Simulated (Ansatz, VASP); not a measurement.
# Cross-check of Ta2CF2 (Ta2CF2 MXene, 2 layers, AB) between VASP and Ansatz, part 2 of 2

One calculation is typed for both programs; each brings its own data sets. How far apart do they land? Of the first pair: The structure shown is the start of the Ansatz relaxation below; VASP solves that cell, so the two are compared at the walk's first step.

VASP 6.6.1 and Ansatz 0.2.0.

So far: Set-up; Ansatz: relaxation, PBE with D3(BJ).

**3. VASP: single point, PBE with D3(BJ), start cell, pair 1**

Level of this step: PBE with D3(BJ); plane waves and PAW (F, Ta_pv, C) (VASP).

The same cell, functional, mesh and smearing now go to VASP, with its own data sets.

Lines of VASP's logs that name or quote its potential files are left out, and so is its time.

INCAR

```
SYSTEM = Ta2CF2
PREC = Accurate
ENCUT = 520
EDIFF = 1E-06
NELM = 120
ISMEAR = -1
SIGMA = 0.05
LREAL = .FALSE.
ALGO = Normal
GGA = PE
IVDW = 12
NBANDS = 50
LASPH = .TRUE.
LORBIT = 11
LWAVE = .FALSE.
LCHARG = .FALSE.
ISIF = 2
LDIPOL = .TRUE.
IDIPOL = 3
DIPOL = 0.5 0.5 0.5
LVHAR = .TRUE.
GGA_COMPAT = .FALSE.
NELMDL = -8
KPAR = 2
```

POSCAR

```
Ta2CF2
1.0
    3.2260800000      0.0000000000      0.0000000000
   -1.6130400000      2.7938670000      0.0000000000
    0.0000000000      0.0000000000     54.3715000000
F Ta C
4 4 2
Direct
    0.3333333333      0.6666666666      0.3926689534
    0.6666666666      0.3333333333      0.4751708156
    0.6666666666      0.3333333333      0.5248291844
    0.9999999999      1.0000000000      0.6073310466
    0.6666666666      0.3333333333      0.4105082626
    0.3333333333      0.6666666666      0.4573315064
    0.9999999999      1.0000000000      0.5426684936
    0.6666666666      0.3333333333      0.5894917374
    0.9999999999      1.0000000000      0.4339198845
    0.3333333333      0.6666666666      0.5660801155
```

KPOINTS

```
Automatic mesh
0
Gamma
10 10 1
0 0 0
```

Potentials, in the order of the species: F, Ta_pv and C (PBE family, release 64).

Started as:

```sh
> mpirun -np 2 vasp_std
```

Numbers of over 12 decimals in the logs are rounded to 6 here.

Output:

```text
[banner, memory and clock lines left out]
running    2 mpi-ranks, on    1 nodes
 distrk:  each k-point on    1 cores,    2 groups
 distr:  one band on    1 cores,    1 groups

 POSCAR found type information on POSCAR F TaC
 POSCAR found :  3 types and      10 ions
 LDA part: xc-table for (Slater+PW92), standard interpolation
|                                                                             |
|           W    W    AA    RRRRR   N    N  II  N    N   GGGG   !!!           |
|           W    W   A  A   R    R  NN   N  II  NN   N  G    G  !!!           |
|           W    W  A    A  R    R  N N  N  II  N N  N  G       !!!           |
|           W WW W  AAAAAA  RRRRR   N  N N  II  N  N N  G  GGG   !            |
|           WW  WW  A    A  R   R   N   NN  II  N   NN  G    G                |
|           W    W  A    A  R    R  N    N  II  N    N   GGGG   !!!           |
|                                                                             |
|     One of the lattice vectors is very long (>50 A), but AMIN is rather     |
|     large. This can spoil convergence since charge sloshing might occur     |
|     along the long lattice vector. If problems with convergence are         |
|     observed, try to decrease AMIN to a smaller value (e.g. 0.01).          |
|     Note: This warning only applies if the self-consistency cycle is        |
|     used.                                                                   |
|                                                                             |

 POSCAR, INCAR and KPOINTS ok, starting setup
 FFT: planning ... GRIDC
 FFT: planning ... GRID_SOFT
 FFT: planning ... GRID
 WAVECAR not read
 entering main loop
       N       E                     dE             d eps       ncg     rms          rms(c)
DAV:   1     0.751405024015E+03    0.75141E+03   -0.40757E+04  1744   0.132E+03
DAV:   2    -0.156017826873E+02   -0.76701E+03   -0.74933E+03  1812   0.344E+02
DAV:   3    -0.946082691475E+02   -0.79006E+02   -0.77306E+02  1686   0.109E+02
DAV:   4    -0.974412285725E+02   -0.28330E+01   -0.27898E+01  1768   0.204E+01
DAV:   5    -0.975256879780E+02   -0.84459E-01   -0.83653E-01  1840   0.297E+00
DAV:   6    -0.975295151272E+02   -0.38271E-02   -0.38149E-02  1824   0.561E-01
DAV:   7    -0.975297399553E+02   -0.22483E-03   -0.22448E-03  1880   0.109E-01
DAV:   8    -0.975297544912E+02   -0.14536E-04   -0.14524E-04  1672   0.226E-02    0.430E+01
DAV:   9    -0.835061541769E+02    0.14024E+02   -0.80039E+01  1822   0.348E+01    0.180E+01
DAV:  10    -0.842853644517E+02   -0.77921E+00   -0.60772E+00  1784   0.136E+01    0.897E+00
DAV:  11    -0.919072705928E+02   -0.76219E+01   -0.49834E+01  1928   0.241E+01    0.120E+01
DAV:  12    -0.833610435975E+02    0.85462E+01   -0.13872E+01  1924   0.140E+01    0.276E+00
DAV:  13    -0.831907070817E+02    0.17034E+00   -0.20623E+00  1768   0.508E+00    0.103E+00
DAV:  14    -0.831793600823E+02    0.11347E-01   -0.15595E-01  1734   0.198E+00    0.714E-01
[...]
DAV:  24    -0.831693461979E+02   -0.45435E-04   -0.86869E-06  1430   0.957E-03    0.322E-03
DAV:  25    -0.831693977189E+02   -0.51521E-04   -0.59425E-06  1052   0.620E-03    0.158E-03
DAV:  26    -0.831694271301E+02   -0.29411E-04   -0.46449E-06   954   0.608E-03    0.245E-03
DAV:  27    -0.831694434201E+02   -0.16290E-04   -0.22262E-06   930   0.284E-03    0.166E-03
DAV:  28    -0.831694488686E+02   -0.54484E-05   -0.84067E-07   914   0.343E-03    0.593E-04
DAV:  29    -0.831694513799E+02   -0.25113E-05   -0.26377E-07   850   0.162E-03    0.420E-04
DAV:  30    -0.831694546412E+02   -0.32613E-05   -0.22566E-07   836   0.984E-04    0.442E-04
DAV:  31    -0.831694553521E+02   -0.71093E-06   -0.49919E-08   780   0.527E-04
   1 F= -.85509581E+02 E0= -.85478680E+02  d E =-.618029E-01
```

From OUTCAR (step 3):

```text
ion  position               nearest neighbor table
   1  0.333  0.667  0.393-   5 2.10   5 2.10   5 2.10
   2  0.667  0.333  0.475-   6 2.10   6 2.10   6 2.10
   3  0.667  0.333  0.525-   7 2.10   7 2.10   7 2.10
   4  1.000  0.000  0.607-   8 2.10   8 2.10   8 2.10
   5  0.667  0.333  0.411-   1 2.10   1 2.10   1 2.10   9 2.26   9 2.26   9 2.26   6 3.15   6 3.15
                             6 3.15
   6  0.333  0.667  0.457-   2 2.10   2 2.10   2 2.10   9 2.26   9 2.26   9 2.26   5 3.15   5 3.15
                             5 3.15
   7  1.000  0.000  0.543-   3 2.10   3 2.10   3 2.10  10 2.26  10 2.26  10 2.26   8 3.15   8 3.15
                             8 3.15
   8  0.667  0.333  0.589-   4 2.10   4 2.10   4 2.10  10 2.26  10 2.26  10 2.26   7 3.15   7 3.15
                             7 3.15
   9  1.000  0.000  0.434-   6 2.26   5 2.26   5 2.26   6 2.26   5 2.26   6 2.26
  10  0.333  0.667  0.566-   7 2.26   8 2.26   7 2.26   8 2.26   8 2.26   7 2.26

  LATTYP: Found a hexagonal cell.
 ALAT       =     3.2260800000
 C/A-ratio  =    16.8537358032

 Subroutine GETGRP returns: Found 12 space group operations
 (whereof  6 operations were pure point group operations)

The static configuration has the point symmetry C_3v.
 The point group associated with its full space group is D_3d.

 Found     14 irreducible k-points:

   k-points           NKPTS =     14   k-points in BZ     NKDIM =     14   number of bands    NBANDS=     50

   dimension x,y,z NGX =    24 NGY =   24 NGZ =  420
   dimension x,y,z NGXF=    48 NGYF=   48 NGZF=  840

   ENCUT  =  520.0 eV  38.22 Ry    6.18 a.u.   6.00  6.00101.09*2*pi/ulx,y,z

   NELECT =      80.0000    total number of electrons

 k-points in reciprocal lattice and weights: Automatic mesh
   0.00000000  0.00000000  0.00000000       0.010
   0.10000000  0.00000000  0.00000000       0.060
   0.20000000  0.00000000  0.00000000       0.060
   0.30000000  0.00000000  0.00000000       0.060
   0.40000000  0.00000000  0.00000000       0.060
   0.50000000  0.00000000  0.00000000       0.030
   0.10000000  0.10000000  0.00000000       0.060
   0.20000000  0.10000000  0.00000000       0.120
   0.30000000  0.10000000  0.00000000       0.120
[...]
0.40000000  0.20000000  0.00000000       0.060
   0.30000000  0.30000000  0.00000000       0.060

 dipolmoment           0.000000      0.000000     -0.000000 electrons x Angstroem

 average (electrostatic) potential at core
       1 -84.3883       2 -84.1755       3 -84.1755       4 -84.3883       5 -44.6991
       6 -44.7116       7 -44.7116       8 -44.6991       9 -55.6820      10 -55.6820

 E-fermi :  -0.0133

 k-point     1 :       0.0000    0.0000    0.0000
  band No.  band energies     occupation
    ...
     41      -0.9755      2.00000
     42      -0.9432      2.00000
     43      -0.4455      1.99965
     44      -0.0843      1.61060
     45      -0.0405      1.26617
     46       0.6706      0.00000
     47       0.6706      0.00000
     48       0.6893      0.00000
     49       0.6893      0.00000
     50       1.2976      0.00000

 k-point     2 :       0.1000    0.0000    0.0000
  band No.  band energies     occupation
    ...
     41      -0.7666      2.00000
     42      -0.7621      2.00000
     43      -0.4134      1.99933
     44      -0.0570      1.41130
     45      -0.0355      1.21915
     46       0.6866      0.00000
     47       0.8077      0.00000
     48       0.8272      0.00000
     49       1.1056      0.00000
     50       1.6057      0.00000

 k-point     3 :       0.2000    0.0000    0.0000
  band No.  band energies     occupation
    ...
     39      -0.4948      1.99987
     40      -0.3493      1.99759
     41      -0.3361      1.99687
     42      -0.3306      1.99650
     43      -0.0306      1.17170
     44       0.1971      0.02932
     45       0.2322      0.01465
     46       0.8705      0.00000
     47       1.2078      0.00000
     48       1.2250      0.00000
    ...

 Edisp (eV)   -2.34013

  Total       8.26488     8.26487    -4.58873     0.00000    -0.00000     0.00000
  in kB      27.02059    27.02058   -15.00207     0.00000    -0.00000     0.00000
  external pressure =       13.01 kB  Pullay stress =        0.00 kB

  energy-cutoff  :      520.00
  volume of cell :      490.06
      direct lattice vectors                 reciprocal lattice vectors
     3.226080000  0.000000000  0.000000000     0.309973714  0.178963422  0.000000000
    -1.613040000  2.793867000  0.000000000     0.000000000  0.357926845  0.000000000
     0.000000000  0.000000000 54.371500000     0.000000000  0.000000000  0.018391988

 POSITION                                       TOTAL-FORCE (eV/Angst)
 -----------------------------------------------------------------------------------
     -0.00000      1.86258     21.35000        -0.000000     -0.000000     -4.110133
      1.61304      0.93129     25.83575        -0.000000     -0.000000      3.551756
      1.61304      0.93129     28.53575         0.000000     -0.000000     -3.551756
      3.22608      0.00000     33.02150         0.000000     -0.000000      4.110133
      1.61304      0.93129     22.31995         0.000000      0.000000      7.889025
     -0.00000      1.86258     24.86580         0.000000     -0.000000     -7.198850
      3.22608      0.00000     29.50570        -0.000000     -0.000000      7.198850
      1.61304      0.93129     32.05155        -0.000000     -0.000000     -7.889025
      3.22608      0.00000     23.59288        -0.000000     -0.000000     -0.085504
     -0.00000      1.86258     30.77862        -0.000000     -0.000000      0.085504
 -----------------------------------------------------------------------------------
    total drift:                                0.000001      0.000001      0.000000

  FREE ENERGIE OF THE ION-ELECTRON SYSTEM (eV)
  ---------------------------------------------------
  free  energy   TOTEN  =       -85.5095813047 eV

  energy  without entropy=      -85.4477784304  energy(sigma->0) =      -85.47867987

 vacuum level on the upper side and lower side of the slab         2.422         2.422

 total charge
# of ion       s       p       d       tot
------------------------------------------
    1        1.747   4.405   0.000   6.153
    2        1.751   4.401   0.000   6.152
    3        1.751   4.401   0.000   6.152
    4        1.747   4.405   0.000   6.153
    5        0.265   6.177   2.407   8.849
    6        0.268   6.181   2.384   8.833
    7        0.268   6.181   2.384   8.833
    8        0.265   6.177   2.407   8.849
    9        0.849   1.541   0.000   2.391
   10        0.849   1.541   0.000   2.391
--------------------------------------------------
tot          9.761  45.411   9.582  64.755

[... 3 further parts left out ...]
```

**4. Differences**

Known differences besides the potentials themselves: Ansatz cuts the interaction across the vacuum, VASP repeats the sheet with a dipole correction; the data sets hold 88 valence electrons in Ansatz (on its default PAW (the set named soft_2) files) and 80 in VASP; the cutoff is 420 eV in Ansatz and 520 eV in VASP. Total energies have different zeros and are not compared.

Forces (eV/Å; atoms numbered as in POSCAR):

```csv
atom,"Ansatz x, y, z","VASP x, y, z"
F1,"0.000, 0.000, -4.059","0.000, 0.000, -4.110"
F2,"0.000, 0.000, 3.496","0.000, 0.000, 3.552"
F3,"0.000, 0.000, -3.496","0.000, 0.000, -3.552"
F4,"0.000, 0.000, 4.059","0.000, 0.000, 4.110"
Ta5,"0.000, 0.000, 7.855","0.000, 0.000, 7.889"
Ta6,"0.000, 0.000, -7.157","0.000, 0.000, -7.199"
Ta7,"0.000, 0.000, 7.157","0.000, 0.000, 7.199"
Ta8,"0.000, 0.000, -7.855","0.000, 0.000, -7.889"
C9,"0.000, 0.000, -0.085","0.000, 0.000, -0.086"
C10,"0.000, 0.000, 0.085","0.000, 0.000, 0.086"
```

The forces differ by 24 meV/Å r.m.s., which is 0.8 % of the r.m.s. force of 3.094 eV/Å (both taken over all components). With vacuum in the cell, a pressure given here is an average over mostly empty space and none of the material.

**5. Ansatz: relaxation, PBE with D3(BJ)**

This run makes the geometry at which the two programs are then compared.

The structure compared here is the end of the Ansatz relaxation.

input.yaml

```yaml
crystal:
  lattice:
    - [3.22608, 0.0, 0.0]
    - [-1.61304, 2.7938672346, 0.0]
    - [0.0, 0.0, 54.371500067]
  atoms:
    - { symbol: F, position: [0.3333333333, 0.6666666667, 0.3926689529] }
    - { symbol: Ta, position: [0.6666666667, 0.3333333333, 0.4105082584] }
    - { symbol: C, position: [0.0, 0.0, 0.4339198843] }
    - { symbol: Ta, position: [0.3333333333, 0.6666666667, 0.4573315101] }
    - { symbol: F, position: [0.6666666667, 0.3333333333, 0.4751708156] }
    - { symbol: F, position: [0.6666666667, 0.3333333333, 0.5248291844] }
    - { symbol: Ta, position: [0.0, 0.0, 0.5426684899] }
    - { symbol: C, position: [0.3333333333, 0.6666666667, 0.5660801157] }
    - { symbol: Ta, position: [0.6666666667, 0.3333333333, 0.5894917416] }
    - { symbol: F, position: [0.0, 0.0, 0.6073310471] }
  periodic: [true, true, false]
kpoints:
  mp_grid: { grid: [10, 10, 1] }
hamiltonian:
  xc: pbe
  dispersion: d3bj
scf:
  occupations: { method: fermi_dirac, width: 0.05 }
  convergence: { dr2_threshold: 1.0e-09 }
relax:
  f_tol: 0.015
  max_steps: 90
  cell: {}
output:
  write_potential: true
  write_density: true
  volumetric_format: npy
```

Started as:

```sh
> ansatz run input.yaml --threads 2 --pin off --max-ram 3072MiB --backend cpu --events-out ev --progress --plain --runs-dir out
```

Output:

```text
[...]
Crystal: 10 atoms, lattice volume = 490.063 Å³
Basis set: ecut = 420 eV, 9733 PW (Γ), exchange–correlation on 48×48×750 points (8 copies of the dense FFT grid, shifted against one another)
Bands: 54, of which v1, the nominal top of the filled ones, is band 44 counted from 1 (43 counted from 0)
Symmetry: 12 space group operations
[...]
- { symbol: Ta, position: [0.333333, 0.666667, 0.448520] }
    - { symbol: F, position: [0.666667, 0.333333, 0.474354] }
    - { symbol: F, position: [0.666667, 0.333333, 0.525646] }
    - { symbol: Ta, position: [1.1417011024019212e-17, 1.1102230246495623e-17, 0.551480] }
    - { symbol: C, position: [0.333333, 0.666667, 0.571717] }
    - { symbol: Ta, position: [0.666667, 0.333333, 0.591959] }
    - { symbol: F, position: [1.2538200018334462e-17, 1.1102230246494817e-17, 0.617940] }
[key lines of the parts left out:]
SCF converged after 4 iterations
Free energy (F): -43471.163960 eV
Fermi energy:    -3.769068 eV
P = ½ c Tr σ = -0.0163 N/m
```

**6. VASP: single point, PBE with D3(BJ), relaxed cell, pair 2**

The same cell, functional, mesh and smearing now go to VASP, with its own data sets.

INCAR is that of step 3.

POSCAR

```
Ta2CF2
1.0
    3.1744352963      0.0000000000      0.0000000000
   -1.5872176481      2.7491416093      0.0000000000
    0.0000000000      0.0000000000     54.3715000670
F Ta C
4 4 2
Direct
    0.3333333333      0.6666666666      0.3820598987
    0.6666666666      0.3333333333      0.4743536783
    0.6666666666      0.3333333333      0.5256463217
    0.9999999999      1.0000000000      0.6179401013
    0.6666666666      0.3333333333      0.4080408511
    0.3333333333      0.6666666666      0.4485200584
    0.9999999999      1.0000000000      0.5514799416
    0.6666666666      0.3333333333      0.5919591489
    0.9999999999      1.0000000000      0.4282829551
    0.3333333333      0.6666666666      0.5717170449
```

KPOINTS is that of step 3.

Started as:

```sh
> mpirun -np 2 vasp_std
```

Output:

```text
[banner, memory and clock lines left out]
running    2 mpi-ranks, on    1 nodes
[...]
LDA part: xc-table for (Slater+PW92), standard interpolation
 [... a notice as in an earlier step ...]

 POSCAR, INCAR and KPOINTS ok, starting setup
[...]
entering main loop
       N       E                     dE             d eps       ncg     rms          rms(c)
DAV:   1     0.749327387369E+03    0.74933E+03   -0.40916E+04  1736   0.132E+03
DAV:   2    -0.213030871220E+02   -0.77063E+03   -0.75115E+03  1804   0.346E+02
DAV:   3    -0.994849781526E+02   -0.78182E+02   -0.77012E+02  1616   0.108E+02
DAV:   4    -0.101983126920E+03   -0.24981E+01   -0.24713E+01  1840   0.199E+01
[...]
DAV:  27    -0.885183474113E+02   -0.31138E-05   -0.12400E-07   926   0.112E-03    0.409E-04
DAV:  28    -0.885183489663E+02   -0.15550E-05   -0.62870E-08   880   0.109E-03    0.200E-04
DAV:  29    -0.885183499001E+02   -0.93378E-06   -0.24781E-08   870   0.477E-04
   1 F= -.90841982E+02 E0= -.90835370E+02  d E =-.132246E-01
```

From OUTCAR (step 6):

```text
 Edisp (eV)   -2.32363

  Total       0.30227     0.30227     0.10505     0.00000     0.00000     0.00000
  in kB       1.02065     1.02065     0.35469     0.00000     0.00000     0.00000
  external pressure =        0.80 kB  Pullay stress =        0.00 kB

 POSITION                                       TOTAL-FORCE (eV/Angst)
 -----------------------------------------------------------------------------------
      0.00000      1.83276     20.77317        -0.000000      0.000000     -0.018679
      1.58722      0.91638     25.79132         0.000000      0.000000      0.016021
      1.58722      0.91638     28.58018         0.000000     -0.000000     -0.016021
      3.17444      0.00000     33.59833         0.000000     -0.000000      0.018679
      1.58722      0.91638     22.18579        -0.000000     -0.000000     -0.023448
      0.00000      1.83276     24.38671         0.000000      0.000000      0.031790
      3.17444      0.00000     29.98479        -0.000000     -0.000000     -0.031790
      1.58722      0.91638     32.18571         0.000000     -0.000000      0.023448
      3.17444      0.00000     23.28639         0.000000     -0.000000     -0.007236
      0.00000      1.83276     31.08511        -0.000000      0.000000      0.007236
 -----------------------------------------------------------------------------------
    total drift:                                0.000001      0.000001      0.000000

  FREE ENERGIE OF THE ION-ELECTRON SYSTEM (eV)
  ---------------------------------------------------
  free  energy   TOTEN  =       -90.8419819653 eV

  energy  without entropy=      -90.8287573265  energy(sigma->0) =      -90.83536965

[... 1 part as in an earlier step ...]

[... 2 further parts left out ...]
[key lines of the parts left out:]
E-fermi :  -1.1478
```

**7. Differences**

What differs besides the data sets and the points named for the pairs above, as far as they apply: the data sets hold 88 valence electrons in Ansatz (on its default PAW (the set named soft_2) files) and 80 in VASP. Total energies have different zeros and are not compared.

At this near-relaxed geometry the largest component of a force difference is 32 meV/Å. With vacuum in the cell, a pressure given here is an average over mostly empty space and none of the material.

**8. Further runs**

Further runs change the set-up of one program: Ansatz's method, potentials or start, or VASP's data sets, cutoff or form of LDA. The table gives that difference for each run.

```csv
run,r.m.s. force difference (meV/Å)
as above,14
"VASP with the data sets F, Ta_sv_GW and C",12
```

**9. Summary of results**

```json
{"r.m.s. force difference (single point, PBE with D3(BJ), start cell, pair 1)": "0.78 % of the r.m.s. force", "r.m.s. force difference (single point, PBE with D3(BJ), relaxed cell, pair 2)": "14 meV/Å"}
```

In words: The r.m.s. force difference is 14 meV/Å (single point, PBE with D3(BJ), relaxed cell, pair 2), beyond the 12 meV/Å picked in this series as the mark of a large difference. The data sets hold unlike numbers of valence electrons (88 in Ansatz and 80 in VASP), so part of the differences comes from the potentials. For single point, PBE with D3(BJ), relaxed cell, pair 2, no further run moves any of the tabulated differences by more than a quarter of its size. How closely two codes agree says nothing of how well the functional describes the real material.

[Lines on the potential files, build, host, timing and source positions are cut from VASP's logs without a mark.]

[Logs are printed without paths, hosts, clocks, repeated set-up lines and the standing remarks that a program may print on its own settings, such as how far it seeks lower states.]

[Hosts, paths, dates, database ids (printed as entryN), source tags and the programs' standing remarks are cut or masked in the printed files.]
